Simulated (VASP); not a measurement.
A convergence study with VASP on Zr (space group no. 194 when undisturbed): a few settings are varied, all else stays as given below, so the limit is that of these other settings. One atom is moved off its site, so that forces are finite.

```
CELL_PARAMETERS angstrom
      1.62308    -2.81125     0.00000
      1.62308     2.81125     0.00000
      0.00000     0.00000     5.17575
ATOMIC_POSITIONS crystal
  Zr 0.33333 0.66667 0.25966
  Zr 0.66667 0.33333 0.75000
```

Level of theory: PBE GGA, VASP's PBE PAW potentials (set 64) (plane waves; VASP). The last row used: 300 eV cut-off, 22×22×12 Γ-centred mesh, tetrahedra with Blöchl corrections, potentials Zr_sv.

```csv
setting,E (eV/atom),pressure (GPa),largest force (eV/Å),irreducible k-points
5×5×3 mesh,-8.5136,-1.26,0.086,12
6×6×4 mesh,(withheld),(withheld),(withheld),24
7×7×4 mesh,-8.5077,-1.48,0.186,28
9×9×5 mesh,-8.5093,-1.49,0.182,50
11×11×6 mesh,-8.5081,-1.42,0.164,84
14×14×8 mesh,(withheld),-1.42,(withheld),168
18×18×10 mesh,-8.5088,-1.42,0.182,330
22×22×12 mesh,-8.5089,-1.42,0.185,564
```

Problem. Fill in the missing entries.

Solution. 
- 14×14×8 mesh, E (eV/atom): -8.5087
- 14×14×8 mesh, largest force (eV/Å): 0.177
- 6×6×4 mesh, E (eV/atom): -8.5048
- 6×6×4 mesh, pressure (GPa): -1.56
- 6×6×4 mesh, largest force (eV/Å): 0.216

Left out are rungs that failed or repeat a setting and relaxations that didn't move; long series are thinned to 24 rows.

The structure is a typed Zr crystal (space group no. 194). The cell was not relaxed at this level, it is distorted from the ideal structure.
